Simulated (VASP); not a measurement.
**ZrB2: accuracy against cost in the plane-wave cutoff and k-mesh**

How sensitive are energy and pressure of ZrB2 to the plane-wave cutoff and k-mesh? The series runs use r2SCAN. The plane-wave cutoff tried: ENCUT = 190; ENCUT = 240; ENCUT = 290; ENCUT = 320; ENCUT = 370; ENCUT = 410; ENCUT = 510; ENCUT = 640. The k-mesh tried: 2 2 2; 3 3 3; 4 4 3; 6 6 4; 7 7 6; 10 10 8; 12 12 9; 15 15 12. The start is a cell from a database of measured crystal structures.

Main program and level: VASP 6.6.1; r2SCAN; plane waves and PAW (Zr_sv, B).

## (1) The structure

The structure is hexagonal, space group P6/mmm (No. 191). Conventional cell: a = 3.170 Å, b = 3.170 Å, c = 3.533 Å, α = 90.00°, β = 90.00°, γ = 120.00°. Zr has 12 B at 2.54 Å nearest. Nearest to B lie 3 B at 1.83 Å and 6 Zr at 2.54 Å. Farther neighbours are not listed.

Structure file:

```xyz
3
Lattice="3.1700 0.0000 0.0000 -1.5850 2.7453 0.0000 0.0000 0.0000 3.5330" Properties=species:S:1:pos:R:3 pbc="T T T"
Zr    0.0000    0.0000    0.0000
B     0.0000    1.8302    1.7665
B     1.5850    0.9151    1.7665
```

## (2) Plane-wave cutoff: ENCUT = 190

The basis grows with ENCUT, and energy and stress both move with it. r2SCAN adds the kinetic-energy density, costs more than a GGA and is run with LASPH.

INCAR reads:

```
SYSTEM = ZrB2
PREC = Accurate
ENCUT = 190
EDIFF = 1E-06
NELM = 100
ISMEAR = -1
SIGMA = 0.05
LREAL = .FALSE.
ALGO = Normal
METAGGA = R2SCAN
LASPH = .TRUE.
NBANDS = 15
LORBIT = 11
LWAVE = .FALSE.
LCHARG = .FALSE.
KPAR = 4
ISIF = 2
```

POSCAR reads:

```
ZrB2
1.0
    3.1700000000      0.0000000000      0.0000000000
   -1.5850000000      2.7453005300      0.0000000000
    0.0000000000      0.0000000000      3.5330000000
Zr B
1 2
Direct
    0.0000000000      0.0000000000      0.0000000000
    0.3333333333      0.6666666667      0.5000000000
    0.6666666667      0.3333333333      0.5000000000
```

KPOINTS reads:

```
Automatic mesh
0
Gamma
10 10 8
0 0 0
```

The projector-augmented-wave data sets are Zr_sv and B (PBE family, release 64).

On the command line:

```
$ mpirun -np 4 vasp_std
```

The log of the run:

```text
[banner, memory and clock lines left out]
running    4 mpi-ranks, on    1 nodes
 distrk:  each k-point on    1 cores,    4 groups
 distr:  one band on    1 cores,    1 groups

 POSCAR found type information on POSCAR ZrB
 POSCAR found :  2 types and       3 ions
|                                                                             |
|               ----> ADVICE to this user running VASP <----                  |
|                                                                             |
|     You enforced a specific xc type in the INCAR file but a different       |
|     [... a line on the potential file left out ...]
|     I HOPE YOU KNOW WHAT YOU ARE DOING!                                     |
|                                                                             |

 LDA part: xc-table for (None), standard interpolation
 POSCAR, INCAR and KPOINTS ok, starting setup
 FFT: planning ... GRIDC
 FFT: planning ... GRID_SOFT
 FFT: planning ... GRID
 WAVECAR not read
 entering main loop
       N       E                     dE             d eps       ncg     rms          rms(c)
DAV:   1     0.800635562750E+01    0.80064E+01   -0.54002E+03  2243   0.576E+02
DAV:   2    -0.475312692130E+02   -0.55538E+02   -0.53991E+02  2737   0.176E+02
DAV:   3    -0.487966720598E+02   -0.12654E+01   -0.12607E+01  2961   0.227E+01
DAV:   4    -0.488143054688E+02   -0.17633E-01   -0.17632E-01  2495   0.275E+00
DAV:   5    -0.488149675724E+02   -0.66210E-03   -0.66210E-03  3093   0.352E-01    0.266E+01
DAV:   6    -0.402220844501E+02    0.85929E+01   -0.57828E+00  2874   0.190E+01    0.101E+01
DAV:   7    -0.401287586040E+02    0.93326E-01   -0.82515E-01  2650   0.691E+00    0.226E+00
DAV:   8    -0.401308492506E+02   -0.20906E-02   -0.54542E-02  2487   0.169E+00    0.116E+00
DAV:   9    -0.401333557888E+02   -0.25065E-02   -0.39962E-03  2944   0.492E-01    0.135E-01
DAV:  10    -0.401335831668E+02   -0.22738E-03   -0.23816E-04  2519   0.113E-01    0.593E-02
DAV:  11    -0.401336336962E+02   -0.50529E-04   -0.32811E-05  2590   0.469E-02    0.935E-03
DAV:  12    -0.401336276006E+02    0.60956E-05   -0.18282E-06  1833   0.119E-02    0.164E-03
DAV:  13    -0.401336262818E+02    0.13188E-05   -0.24305E-07  1155   0.387E-03    0.965E-04
DAV:  14    -0.401336251808E+02    0.11010E-05   -0.76336E-08  1141   0.199E-03    0.740E-04
DAV:  15    -0.401336251880E+02   -0.72114E-08   -0.10554E-08  1085   0.809E-04
   1 F= -.40133625E+02 E0= -.40132256E+02  d E =-.273798E-02
```

It took 9.6 s on 4 MPI ranks of AMD EPYC 7R43, shared host; peak memory 0.3 GiB; 36 s of CPU time.

Lines that name or quote the potential files are left out of all logs, and their timing lines are given in words.

Parts of OUTCAR (step 2):

```text
ion  position               nearest neighbor table
   1  0.000  0.000  0.000-   2 2.54   3 2.54   2 2.54   3 2.54   3 2.54   3 2.54   2 2.54   2 2.54
                             3 2.54   3 2.54   2 2.54   2 2.54
   2  0.333  0.667  0.500-   3 1.83   3 1.83   3 1.83   1 2.54   1 2.54   1 2.54   1 2.54   1 2.54
                             1 2.54
   3  0.667  0.333  0.500-   2 1.83   2 1.83   2 1.83   1 2.54   1 2.54   1 2.54   1 2.54   1 2.54
                             1 2.54

  LATTYP: Found a hexagonal cell.
 ALAT       =     3.1700000000
 C/A-ratio  =     1.1145110410

 Subroutine GETGRP returns: Found 24 space group operations
 (whereof 24 operations were pure point group operations)

The static configuration has the point symmetry D_6h.

 Found     70 irreducible k-points:

   k-points           NKPTS =     70   k-points in BZ     NKDIM =     70   number of bands    NBANDS=     15

   dimension x,y,z NGX =    14 NGY =   14 NGZ =   16
   dimension x,y,z NGXF=    28 NGYF=   28 NGZF=   32

   ENCUT  =  190.0 eV  13.96 Ry    3.74 a.u.   3.56  3.56  3.97*2*pi/ulx,y,z

   NELECT =      18.0000    total number of electrons

 k-points in reciprocal lattice and weights: Automatic mesh
   0.00000000  0.00000000  0.00000000       0.001
   0.10000000 -0.00000000  0.00000000       0.007
   0.20000000 -0.00000000  0.00000000       0.007
   0.30000000  0.00000000  0.00000000       0.007
   0.40000000  0.00000000  0.00000000       0.007
   0.50000000  0.00000000  0.00000000       0.004
   0.10000000  0.10000000  0.00000000       0.007
   0.20000000  0.10000000  0.00000000       0.015
   0.30000000  0.10000000  0.00000000       0.015
[...]
0.40000000  0.20000000  0.50000000       0.007
   0.30000000  0.30000000  0.50000000       0.007

 average (electrostatic) potential at core
       1 -78.1588       2 -23.2725       3 -23.2725

 E-fermi :  10.6531

 k-point     1 :       0.0000    0.0000    0.0000
  band No.  band energies     occupation
    ...
      5      -3.0271      2.00000
      6       7.8908      2.00000
      7       7.8908      2.00000
      8       8.0404      2.00000
      9       8.1235      2.00000
     10      14.2852      0.00000
     11      14.2852      0.00000
     12      15.1193      0.00000
     13      15.1193      0.00000
     14      15.5441      0.00000
    ...

 k-point     2 :       0.1000   -0.0000    0.0000
  band No.  band energies     occupation
    ...
      5      -2.7937      2.00000
      6       7.3067      2.00000
      7       7.9264      2.00000
      8       7.9484      2.00000
      9       8.2192      2.00000
     10      14.0514      0.00000
     11      14.1941      0.00000
     12      14.4921      0.00000
     13      14.6293      0.00000
     14      16.4640      0.00000
    ...

 k-point     3 :       0.2000   -0.0000    0.0000
  band No.  band energies     occupation
    ...
      5      -2.1914      2.00000
      6       5.8936      2.00000
      7       7.4631      2.00000
      8       7.8672      2.00000
      9       8.5703      2.00000
     10      13.0485      0.00000
     11      13.8678      0.00000
     12      14.2349      0.00000
     13      14.8738      0.00000
     14      17.2411      0.00000
    ...

  Total       -5.6626469     -5.6626469     -6.1455619      0.0000000      0.0000000     -0.0000000
  in kB     -295.0782974   -295.0782974   -320.2428105      0.0000000      0.0000000     -0.0000000
  external PRESSURE =    -303.4664684 kB  Pullay stress =       0.0000000 kB

  energy-cutoff  :      190.00
  volume of cell :       30.75
      direct lattice vectors                 reciprocal lattice vectors
     3.170000000  0.000000000  0.000000000     0.315457413  0.182129422  0.000000000
    -1.585000000  2.745300530  0.000000000     0.000000000  0.364258845  0.000000000
     0.000000000  0.000000000  3.533000000     0.000000000  0.000000000  0.283045570

 POSITION                                       TOTAL-FORCE (eV/Angst)
 -----------------------------------------------------------------------------------
      0.00000      0.00000      0.00000        -0.000000      0.000000      0.000000
     -0.00000      1.83020      1.76650         0.000000     -0.000000      0.000000
      1.58500      0.91510      1.76650        -0.000000      0.000000      0.000000
 -----------------------------------------------------------------------------------
    total drift:                                0.000000     -0.000000     -0.000000

  FREE ENERGIE OF THE ION-ELECTRON SYSTEM (eV)
  ---------------------------------------------------
  free  energy   TOTEN  =       -40.1336251880 eV

  energy  without entropy=      -40.1308872110  energy(sigma->0) =      -40.13225620

 total charge
# of ion       s       p       d       tot
------------------------------------------
    1        2.143   6.099   1.774  10.016
    2        0.686   1.300   0.000   1.986
    3        0.686   1.300   0.000   1.986
--------------------------------------------------
tot          3.515   8.698   1.774  13.987

[... 3 further parts left out ...]
```

The PAW data sets were made with PBE, which is usual practice but a small mismatch for other functionals.

Numbers from this step:

| Quantity | Value |
| --- | --- |
| SCF cycles | 15 |
| electrons | 18 |
| bands | 15 |
| irreducible k-points | 70 |
| symmetry operations | 24 |
| free energy (TOTEN) | -40.13 eV |
| energy at zero smearing | -40.13 eV |
| Fermi energy | 10.65 eV |
| pressure | -30.35 GPa |
| metallic | yes |

The series starts at -13.3774 eV an atom and -30.35 GPa, after 15 cycles in 9.6 s.

## (3) Plane-wave cutoff: ENCUT = 240

Changes to INCAR since step 2:

```diff
@@ -2,3 +2,3 @@
 PREC = Accurate
-ENCUT = 190
+ENCUT = 240
 EDIFF = 1E-06
```

POSCAR is that of step 2.

KPOINTS is that of step 2.

On the command line:

```
$ mpirun -np 4 vasp_std
```

The log of the run:

```text
[banner, memory and clock lines left out]
running    4 mpi-ranks, on    1 nodes
[...]
[... a notice as in an earlier step ...]

 LDA part: xc-table for (None), standard interpolation
 POSCAR, INCAR and KPOINTS ok, starting setup
[...]
entering main loop
       N       E                     dE             d eps       ncg     rms          rms(c)
DAV:   1     0.239722804506E+02    0.23972E+02   -0.63218E+03  2171   0.691E+02
DAV:   2    -0.473674276131E+02   -0.71340E+02   -0.69290E+02  2744   0.211E+02
DAV:   3    -0.492665190135E+02   -0.18991E+01   -0.18929E+01  3085   0.289E+01
DAV:   4    -0.492928213138E+02   -0.26302E-01   -0.26298E-01  2474   0.325E+00
[...]
DAV:  10    -0.405377077076E+02   -0.19652E-03   -0.29232E-04  2546   0.127E-01    0.498E-02
DAV:  11    -0.405377605254E+02   -0.52818E-04   -0.54570E-05  2576   0.655E-02    0.104E-02
DAV:  12    -0.405377601156E+02    0.40975E-06   -0.12479E-06  2021   0.890E-03
   1 F= -.40537760E+02 E0= -.40536353E+02  d E =-.281446E-02
```

Run time: 9.8 s. Hardware: 4 MPI ranks; peak memory 0.33 GiB.

OUTCAR, selected parts (step 3):

```text
  Total       -0.9000991     -0.9000991     -0.3802412      0.0000000      0.0000000     -0.0000000
  in kB      -46.9038070    -46.9038070    -19.8142214      0.0000000      0.0000000     -0.0000000
  external PRESSURE =     -37.8739451 kB  Pullay stress =       0.0000000 kB

 POSITION                                       TOTAL-FORCE (eV/Angst)
 -----------------------------------------------------------------------------------
      0.00000      0.00000      0.00000         0.000000      0.000000     -0.000000
     -0.00000      1.83020      1.76650        -0.000000     -0.000000     -0.000000
      1.58500      0.91510      1.76650        -0.000000      0.000000      0.000000
 -----------------------------------------------------------------------------------
    total drift:                                0.000000     -0.000000     -0.000000

  FREE ENERGIE OF THE ION-ELECTRON SYSTEM (eV)
  ---------------------------------------------------
  free  energy   TOTEN  =       -40.5377601156 eV

  energy  without entropy=      -40.5349456596  energy(sigma->0) =      -40.53635289

[... 1 part as in an earlier step ...]

[... 2 further parts left out ...]
[key lines of the parts left out:]
E-fermi :  10.5868
```

Against the run before the energy moves by -134.70 meV an atom and the pressure by +26.56 GPa, after 12 cycles in 9.8 s.

## (4) Plane-wave cutoff: ENCUT = 290

Changes to INCAR since step 3:

```diff
@@ -2,3 +2,3 @@
 PREC = Accurate
-ENCUT = 240
+ENCUT = 290
 EDIFF = 1E-06
```

POSCAR is that of step 3.

KPOINTS is that of step 3.

On the command line:

```
$ mpirun -np 4 vasp_std
```

The log of the run:

```text
[... set-up lines as in an earlier step ...]
 entering main loop
       N       E                     dE             d eps       ncg     rms          rms(c)
DAV:   1     0.383231459634E+02    0.38323E+02   -0.71692E+03  2139   0.799E+02
DAV:   2    -0.468713249627E+02   -0.85194E+02   -0.82201E+02  2765   0.233E+02
DAV:   3    -0.493695761988E+02   -0.24983E+01   -0.24844E+01  3137   0.342E+01
DAV:   4    -0.494148014596E+02   -0.45225E-01   -0.45216E-01  2537   0.444E+00
[...]
DAV:  10    -0.406192372796E+02   -0.23267E-03   -0.34671E-04  2509   0.148E-01    0.524E-02
DAV:  11    -0.406192986430E+02   -0.61363E-04   -0.61775E-05  2604   0.730E-02    0.118E-02
DAV:  12    -0.406192991833E+02   -0.54031E-06   -0.16703E-06  2291   0.103E-02
   1 F= -.40619299E+02 E0= -.40617891E+02  d E =-.281619E-02
```

Wall time 14 s (4 MPI ranks); peak memory 0.4 GiB; 54 s of CPU time.

Parts of OUTCAR (step 4):

```text
  Total       -0.3013997     -0.3013997      0.2302510      0.0000000      0.0000000      0.0000000
  in kB      -15.7058199    -15.7058199     11.9982890      0.0000000      0.0000000      0.0000000
  external PRESSURE =      -6.4711170 kB  Pullay stress =       0.0000000 kB

 POSITION                                       TOTAL-FORCE (eV/Angst)
 -----------------------------------------------------------------------------------
      0.00000      0.00000      0.00000         0.000000      0.000000      0.000000
     -0.00000      1.83020      1.76650        -0.000000      0.000000     -0.000000
      1.58500      0.91510      1.76650         0.000000     -0.000000      0.000000
 -----------------------------------------------------------------------------------
    total drift:                                0.000000      0.000000     -0.000000

  FREE ENERGIE OF THE ION-ELECTRON SYSTEM (eV)
  ---------------------------------------------------
  free  energy   TOTEN  =       -40.6192991833 eV

  energy  without entropy=      -40.6164829895  energy(sigma->0) =      -40.61789109

[... 1 part as in an earlier step ...]

[... 2 further parts left out ...]
[key lines of the parts left out:]
E-fermi :  10.5775
```

Against the run before the energy moves by -27.18 meV an atom and the pressure by +3.14 GPa, after 12 cycles in 14 s.

## (5) Plane-wave cutoff: ENCUT = 320

Changes to INCAR since step 4:

```diff
@@ -2,3 +2,3 @@
 PREC = Accurate
-ENCUT = 290
+ENCUT = 320
 EDIFF = 1E-06
```

POSCAR is that of step 4.

KPOINTS is that of step 4.

On the command line:

```
$ mpirun -np 4 vasp_std
```

The log of the run:

```text
[... set-up lines as in an earlier step ...]
 entering main loop
       N       E                     dE             d eps       ncg     rms          rms(c)
DAV:   1     0.500909233070E+02    0.50091E+02   -0.74852E+03  2108   0.853E+02
DAV:   2    -0.463452686561E+02   -0.96436E+02   -0.93693E+02  2660   0.251E+02
DAV:   3    -0.493936259684E+02   -0.30484E+01   -0.30292E+01  3222   0.374E+01
DAV:   4    -0.494403525227E+02   -0.46727E-01   -0.46720E-01  2380   0.476E+00
[...]
DAV:  10    -0.406339779103E+02   -0.25610E-03   -0.36107E-04  2591   0.158E-01    0.519E-02
DAV:  11    -0.406340419214E+02   -0.64011E-04   -0.60194E-05  2577   0.738E-02    0.112E-02
DAV:  12    -0.406340416226E+02    0.29880E-06   -0.14616E-06  2138   0.103E-02
   1 F= -.40634042E+02 E0= -.40632631E+02  d E =-.282040E-02
```

Wall time 16 s (4 MPI ranks); peak memory 0.38 GiB; 61 s of CPU time.

OUTCAR, selected parts (step 5):

```text
  Total       -0.1804272     -0.1804272      0.3276702      0.0000000     -0.0000000     -0.0000000
  in kB       -9.4019912     -9.4019912     17.0747649      0.0000000     -0.0000000     -0.0000000
  external PRESSURE =      -0.5764058 kB  Pullay stress =       0.0000000 kB

 POSITION                                       TOTAL-FORCE (eV/Angst)
 -----------------------------------------------------------------------------------
      0.00000      0.00000      0.00000         0.000000      0.000000      0.000000
     -0.00000      1.83020      1.76650        -0.000000     -0.000000      0.000000
      1.58500      0.91510      1.76650         0.000000      0.000000      0.000000
 -----------------------------------------------------------------------------------
    total drift:                               -0.000000      0.000000     -0.000000

  FREE ENERGIE OF THE ION-ELECTRON SYSTEM (eV)
  ---------------------------------------------------
  free  energy   TOTEN  =       -40.6340416226 eV

  energy  without entropy=      -40.6312212218  energy(sigma->0) =      -40.63263142

[... 1 part as in an earlier step ...]

[... 2 further parts left out ...]
[key lines of the parts left out:]
E-fermi :  10.5739
```

Against the run before the energy moves by -4.91 meV an atom and the pressure by +0.59 GPa, after 12 cycles in 16 s.

## (6) Plane-wave cutoff: ENCUT = 370

Changes to INCAR since step 5:

```diff
@@ -2,3 +2,3 @@
 PREC = Accurate
-ENCUT = 320
+ENCUT = 370
 EDIFF = 1E-06
```

POSCAR is that of step 5.

KPOINTS is that of step 5.

On the command line:

```
$ mpirun -np 4 vasp_std
```

The log of the run:

```text
[... set-up lines as in an earlier step ...]
 entering main loop
       N       E                     dE             d eps       ncg     rms          rms(c)
DAV:   1     0.585945098179E+02    0.58595E+02   -0.81623E+03  2108   0.949E+02
DAV:   2    -0.459807580702E+02   -0.10458E+03   -0.10076E+03  2772   0.267E+02
DAV:   3    -0.493788965614E+02   -0.33981E+01   -0.33770E+01  3244   0.410E+01
DAV:   4    -0.494415568353E+02   -0.62660E-01   -0.62611E-01  2420   0.530E+00
[...]
DAV:  10    -0.406324653303E+02   -0.28489E-03   -0.39401E-04  2646   0.170E-01    0.527E-02
DAV:  11    -0.406325325767E+02   -0.67246E-04   -0.61613E-05  2605   0.761E-02    0.123E-02
DAV:  12    -0.406325326007E+02   -0.23904E-07   -0.14742E-06  2237   0.108E-02
   1 F= -.40632533E+02 E0= -.40631124E+02  d E =-.281666E-02
```

Wall time 18 s (4 MPI ranks); peak memory 0.41 GiB.

From OUTCAR (step 6):

```text
  Total       -0.0502505     -0.0502505      0.4343987      0.0000000     -0.0000000      0.0000000
  in kB       -2.6185341     -2.6185341     22.6363432      0.0000000     -0.0000000      0.0000000
  external PRESSURE =       5.7997583 kB  Pullay stress =       0.0000000 kB

 POSITION                                       TOTAL-FORCE (eV/Angst)
 -----------------------------------------------------------------------------------
      0.00000      0.00000      0.00000         0.000000      0.000000      0.000000
     -0.00000      1.83020      1.76650        -0.000000      0.000000      0.000000
      1.58500      0.91510      1.76650         0.000000     -0.000000     -0.000000
 -----------------------------------------------------------------------------------
    total drift:                               -0.000000      0.000000      0.000000

  FREE ENERGIE OF THE ION-ELECTRON SYSTEM (eV)
  ---------------------------------------------------
  free  energy   TOTEN  =       -40.6325326007 eV

  energy  without entropy=      -40.6297159392  energy(sigma->0) =      -40.63112427

[... 1 part as in an earlier step ...]

[... 2 further parts left out ...]
[key lines of the parts left out:]
E-fermi :  10.5712
```

Against the run before the energy moves by +0.50 meV an atom and the pressure by +0.64 GPa, after 12 cycles in 18 s.

(Continued in part 2 of 3.)

[Lines on the potential files, build, host, timing and source positions are cut from VASP's logs without a mark.]

[Logs are printed without paths, hosts, clocks, repeated set-up lines and the standing remarks that a program may print on its own settings, such as how far it seeks lower states.]

[Hosts, paths, dates, database ids (printed as entryN), source tags and the programs' standing remarks are cut or masked in the printed files.]

[A measured line is paired with the nearest computed mode of its activity, which favours agreement.]
